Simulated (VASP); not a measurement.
```
CELL_PARAMETERS angstrom
      0.00000     2.53630     2.53630
      2.53630     0.00000     2.53630
      2.53630     2.53630     0.00000
ATOMIC_POSITIONS crystal
  Hf 0.00000 0.00000 0.00000
  O  0.25000 0.25000 0.25000
  O  0.75000 0.75000 0.75000
```

These are PW91 GGA, VASP's PBE PAW potentials (set 64) (plane waves; VASP) values and carry that method's errors. Numerical set-up: 520 eV cut-off, Gaussian smearing of 0.050 eV, potentials Hf_pv O.

Unless said otherwise, spin-orbit coupling is left out, though it shifts the bands of the heavy elements here.

Q: Give the energies of bands 6 to 14 at the high-symmetry points, in eV from the valence-band maximum.

A: 
```csv
band,Γ,X,U,L,W
6,-5.33,-6.44,-5.78,-4.29,-5.26
7,-5.33,-3.44,-4.00,-4.29,-5.03
8,-5.33,-3.44,-3.33,-3.02,-2.54
9,-0.60,-1.52,-2.23,-2.71,-2.54
10,-0.60,-1.52,-1.30,-1.82,-1.39
11,-0.60,0.00,-0.34,-1.82,-0.21
12,3.87,3.80,4.32,4.59,4.82
13,3.87,5.48,5.41,4.59,5.14
14,5.86,6.63,6.92,6.98,7.07
```

The gap is direct, 3.80 eV, from the valence maximum at X to the conduction minimum at X.

The compound is HfO2 in the fluorite structure, the high-temperature cubic form, which is unstable at 0 K; the monoclinic form is the stable one. It was relaxed first.
